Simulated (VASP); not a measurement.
Here is the system:

```
CELL_PARAMETERS angstrom
      4.51239     0.00000     0.00000
      0.00000     4.51239     0.00000
      0.00000     0.00000     4.51233
ATOMIC_POSITIONS crystal
  Ba 0.50000 0.50000 0.50000
  Pr 0.00000 0.00000 0.00000
  O  0.00000 0.50000 0.00000
  O  0.50000 0.00000 0.00000
  O  0.00000 0.00000 0.50000
```

Level of theory: PBEsol GGA, VASP's PBE PAW potentials (set 64) (plane waves; VASP). Run with 520 eV cut-off, Gaussian smearing of 0.050 eV, potentials Ba_sv Pr_3 O.

The 4f electrons are frozen in the core of the lanthanide potential, so 4f levels, which can set the real gap, and their magnetism are missing.

Give the energies of bands 12 to 22 at the high-symmetry points, in eV from the Fermi level.

```json
[
 {"band": "12", "Γ": "-0.89", "X": "-2.75", "M": "-3.08", "R": "-3.05"},
 {"band": "13", "Γ": "-0.89", "X": "-1.46", "M": "-3.06", "R": "-3.05"},
 {"band": "14", "Γ": "-0.89", "X": "-1.45", "M": "-2.48", "R": "-2.33"},
 {"band": "15", "Γ": "-0.85", "X": "-1.45", "M": "-1.86", "R": "-2.33"},
 {"band": "16", "Γ": "-0.85", "X": "-1.39", "M": "-1.86", "R": "-2.33"},
 {"band": "17", "Γ": "-0.85", "X": "-1.23", "M": "-0.93", "R": "-2.07"},
 {"band": "18", "Γ": "0.32", "X": "-1.23", "M": "-0.93", "R": "-0.16"},
 {"band": "19", "Γ": "0.32", "X": "0.31", "M": "-0.21", "R": "-0.16"},
 {"band": "20", "Γ": "0.32", "X": "0.31", "M": "0.32", "R": "-0.16"},
 {"band": "21", "Γ": "4.04", "X": "5.34", "M": "5.38", "R": "5.19"},
 {"band": "22", "Γ": "4.04", "X": "5.37", "M": "6.07", "R": "5.19"}
]
```

It has no gap at this level: it comes out as a metal or semimetal.

The structure comes from a computed database's BaPrO3 entry (Pm-3m); how it stands against other phases isn't given here. It was relaxed first, which changed the volume by -5 %. The electron count is odd and the run is not spin-polarised, which forces a metal.
